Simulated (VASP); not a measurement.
OSZICAR of a VASP run on Cd (hcp):

File OSZICAR:
```
       N       E                     dE             d eps       ncg     rms          rms(c)
DAV:   1     0.171523914531E+03    0.17152E+03   -0.13449E+04  2696   0.150E+03
DAV:   2     0.744000773850E+01   -0.16408E+03   -0.16075E+03  2736   0.372E+02
DAV:   3     0.405753796395E+01   -0.33825E+01   -0.33783E+01  3320   0.635E+01
DAV:   4     0.405326177251E+01   -0.42762E-02   -0.42761E-02  3152   0.197E+00
DAV:   5     0.405325029399E+01   -0.11479E-04   -0.11478E-04  3248   0.950E-02    0.440E+00
DAV:   6     0.417638011781E+01    0.12313E+00   -0.34525E-01  2880   0.764E+00    0.349E+00
DAV:   7     0.418513837979E+01    0.87583E-02   -0.31557E-02  3024   0.178E+00    0.174E+00
DAV:   8     0.418582695597E+01    0.68858E-03   -0.34688E-03  2944   0.838E-01    0.937E-02
DAV:   9     0.418579289390E+01   -0.34062E-04   -0.28687E-05  3480   0.641E-02    0.369E-02
DAV:  10     0.418575295618E+01   -0.39938E-04   -0.39846E-05  2968   0.641E-02    0.327E-03
DAV:  11     0.418575302644E+01    0.70260E-07   -0.47990E-08  2144   0.221E-03
   1 F= 0.41857530E+01 E0= 0.41859639E+01  d E =0.418575E+01
       N       E                     dE             d eps       ncg     rms          rms(c)
DAV:   1     0.406079219507E+01   -0.12496E+00   -0.25889E+00  2744   0.210E+01    0.264E+00
DAV:   2     0.417158216729E+01    0.11079E+00   -0.30384E-01  2792   0.753E+00    0.826E-01
DAV:   3     0.417995795241E+01    0.83758E-02   -0.14755E-02  3128   0.143E+00    0.672E-01
DAV:   4     0.418219182909E+01    0.22339E-02   -0.20857E-03  2824   0.399E-01    0.722E-02
DAV:   5     0.418219747238E+01    0.56433E-05   -0.13407E-04  3128   0.132E-01    0.335E-02
DAV:   6     0.418219222591E+01   -0.52465E-05   -0.12592E-05  3152   0.354E-02    0.918E-03
DAV:   7     0.418219245936E+01    0.23345E-06   -0.18782E-06  1960   0.180E-02
   2 F= 0.41821925E+01 E0= 0.41824087E+01  d E =-.356057E-02
       N       E                     dE             d eps       ncg     rms          rms(c)
DAV:   1     0.417586685182E+01   -0.63254E-02   -0.13211E-01  2712   0.470E+00    0.576E-01
DAV:   2     0.418159482816E+01    0.57280E-02   -0.16112E-02  2792   0.173E+00    0.177E-01
DAV:   3     0.418201411018E+01    0.41928E-03   -0.76070E-04  3176   0.317E-01    0.142E-01
DAV:   4     0.418213115580E+01    0.11705E-03   -0.11244E-04  2832   0.922E-02    0.121E-02
DAV:   5     0.418213145831E+01    0.30252E-06   -0.64582E-06  3032   0.306E-02
   3 F= 0.41821315E+01 E0= 0.41822987E+01  d E =-.362157E-02
       N       E                     dE             d eps       ncg     rms          rms(c)
DAV:   1     0.417674238843E+01   -0.53888E-02   -0.21448E-01  2848   0.429E+00    0.353E-01
DAV:   2     0.418006320231E+01    0.33208E-02   -0.28318E-03  2840   0.740E-01    0.191E-01
DAV:   3     0.418146205584E+01    0.13989E-02   -0.18854E-03  2880   0.426E-01    0.674E-02
DAV:   4     0.418149875007E+01    0.36694E-04   -0.24335E-04  3144   0.175E-01    0.342E-02
DAV:   5     0.418149977831E+01    0.10282E-05   -0.13141E-05  3032   0.461E-02    0.139E-02
DAV:   6     0.418150020170E+01    0.42339E-06   -0.32736E-06  2216   0.238E-02
   4 F= 0.41815002E+01 E0= 0.41816270E+01  d E =-.631257E-03
       N       E                     dE             d eps       ncg     rms          rms(c)
DAV:   1     0.418121076800E+01   -0.28901E-03   -0.10817E-02  2864   0.963E-01    0.794E-02
DAV:   2     0.418137997470E+01    0.16921E-03   -0.14508E-04  2856   0.169E-01    0.430E-02
DAV:   3     0.418145140336E+01    0.71429E-04   -0.96024E-05  2896   0.961E-02    0.155E-02
DAV:   4     0.418145309991E+01    0.16965E-05   -0.12615E-05  3144   0.396E-02    0.778E-03
DAV:   5     0.418145321138E+01    0.11148E-06   -0.69078E-07  1448   0.107E-02
   5 F= 0.41814532E+01 E0= 0.41815874E+01  d E =-.678247E-03
       N       E                     dE             d eps       ncg     rms          rms(c)
DAV:   1     0.418049391791E+01   -0.95918E-03   -0.43342E-02  2864   0.193E+00    0.159E-01
DAV:   2     0.418116979983E+01    0.67588E-03   -0.58202E-04  2856   0.339E-01    0.861E-02
DAV:   3     0.418145594293E+01    0.28614E-03   -0.38233E-04  2880   0.193E-01    0.309E-02
DAV:   4     0.418146370079E+01    0.77579E-05   -0.50958E-05  3144   0.794E-02    0.155E-02
DAV:   5     0.418146398115E+01    0.28036E-06   -0.28319E-06  2352   0.214E-02
   6 F= 0.41814640E+01 E0= 0.41816153E+01  d E =-.667477E-03
       N       E                     dE             d eps       ncg     rms          rms(c)
DAV:   1     0.418101238283E+01   -0.45132E-03   -0.19031E-02  2848   0.128E+00    0.106E-01
DAV:   2     0.418131028474E+01    0.29790E-03   -0.26108E-04  2856   0.227E-01    0.571E-02
DAV:   3     0.418143636888E+01    0.12608E-03   -0.16758E-04  2880   0.127E-01    0.208E-02
DAV:   4     0.418144103574E+01    0.46669E-05   -0.22806E-05  3144   0.527E-02    0.104E-02
DAV:   5     0.418144098113E+01   -0.54617E-07   -0.12933E-06  1464   0.146E-02
   7 F= 0.41814410E+01 E0= 0.41815810E+01  d E =-.690477E-03
       N       E                     dE             d eps       ncg     rms          rms(c)
DAV:   1     0.416503543406E+01   -0.16406E-01   -0.32687E-01  2688   0.744E+00    0.907E-01
DAV:   2     0.418011999374E+01    0.15085E-01   -0.43353E-02  2688   0.286E+00    0.269E-01
DAV:   3     0.418107270861E+01    0.95271E-03   -0.19617E-03  3160   0.501E-01    0.217E-01
DAV:   4     0.418128546137E+01    0.21275E-03   -0.24831E-04  2936   0.134E-01    0.197E-02
DAV:   5     0.418128491892E+01   -0.54246E-06   -0.92979E-06  3048   0.379E-02
   8 F= 0.41812849E+01 E0= 0.41814448E+01  d E =-.156062E-03
       N       E                     dE             d eps       ncg     rms          rms(c)
DAV:   1     0.418120053321E+01   -0.84928E-04   -0.19308E-03  2688   0.574E-01    0.692E-02
DAV:   2     0.418129308629E+01    0.92553E-04   -0.25495E-04  2704   0.219E-01    0.233E-02
DAV:   3     0.418129842313E+01    0.53368E-05   -0.11788E-05  3192   0.390E-02    0.188E-02
DAV:   4     0.418129839432E+01   -0.28808E-07   -0.17533E-06  2152   0.112E-02
   9 F= 0.41812984E+01 E0= 0.41814597E+01  d E =-.142587E-03
       N       E                     dE             d eps       ncg     rms          rms(c)
DAV:   1     0.418123193831E+01   -0.66485E-04   -0.11277E-03  2688   0.438E-01    0.537E-02
DAV:   2     0.418128117186E+01    0.49234E-04   -0.14395E-04  2688   0.164E-01    0.162E-02
DAV:   3     0.418128505932E+01    0.38875E-05   -0.66110E-06  2944   0.294E-02    0.132E-02
DAV:   4     0.418128694030E+01    0.18810E-05   -0.77663E-07  1680   0.761E-03    0.108E-03
DAV:   5     0.418128696897E+01    0.28667E-07   -0.45108E-08  1368   0.248E-03
  10 F= 0.41812870E+01 E0= 0.41814473E+01  d E =-.154012E-03
       N       E                     dE             d eps       ncg     rms          rms(c)
DAV:   1     0.418021079436E+01   -0.10761E-02   -0.23013E-02  2704   0.190E+00    0.231E-01
DAV:   2     0.418115569222E+01    0.94490E-03   -0.26322E-03  2808   0.699E-01    0.724E-02
DAV:   3     0.418123360291E+01    0.77911E-04   -0.12953E-04  2976   0.128E-01    0.576E-02
DAV:   4     0.418125818510E+01    0.24582E-04   -0.24480E-05  3008   0.458E-02    0.615E-03
DAV:   5     0.418125828982E+01    0.10471E-06   -0.16322E-06  1744   0.162E-02
  11 F= 0.41812583E+01 E0= 0.41814118E+01  d E =-.286791E-04
```

Question: Which electronic solver shows in the log?

Answer: It is blocked Davidson (ALGO = Normal, or the opening steps of other solvers). The INCAR had ALGO = Normal.

Question: Can the final energy be trusted as converged?

Answer: The run converged. It stopped with EDIFF = 1E-6, NELM = 100, NSW = 60 and EDIFFG = -0.01 after 11 ionic steps (rev-vdW-DF2, plane waves, VASP's PBE PAW potentials (set 64)).

The compound is Cd in the hcp structure. This run relaxes it. Symmetry was kept, so distortions that lower it aren't found.
